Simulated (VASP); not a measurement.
```yaml
crystal:
  lattice:
    - [0.00000, 3.58167, 3.58167]
    - [3.58167, 0.00000, 3.58167]
    - [3.58167, 3.58167, 0.00000]
  atoms:
    - { symbol: Ba, position: [0.00000, 0.00000, 0.00000] }
    - { symbol: Si, position: [0.25000, 0.25000, 0.25000] }
    - { symbol: Si, position: [0.75000, 0.75000, 0.75000] }
```

Computed with PBEsol GGA, VASP's PBE PAW potentials (set 64) (plane waves; VASP). Numerical set-up: 400 eV cut-off, Gaussian smearing of 0.050 eV, potentials Ba_sv Si.

Give the energies of bands 5 to 12 at the high-symmetry points, in eV from the Fermi level.

```
band      Γ      X      U      L      W
----  -----  -----  -----  -----  -----
5     -8.04  -6.40  -6.31  -6.97  -6.09
6     -4.87  -5.81  -5.94  -5.68  -6.09
7     -1.95  -2.84  -2.37  -1.28  -2.01
8     -1.95  -0.55  -1.04  -1.28  -1.89
9     -1.95  -0.55  -0.52   0.22   0.21
10     2.21   1.33   0.50   0.28   0.21
11     2.21   1.33   1.58   0.81   1.43
12     2.21   2.73   2.72   0.81   2.92
```

It has no gap at this level: it comes out as a metal or semimetal.

The structure was generated: BaSi2 was put into the fluorite type (Fm-3m), which need not be its known phase. It was relaxed first, which changed the volume by -13 %.
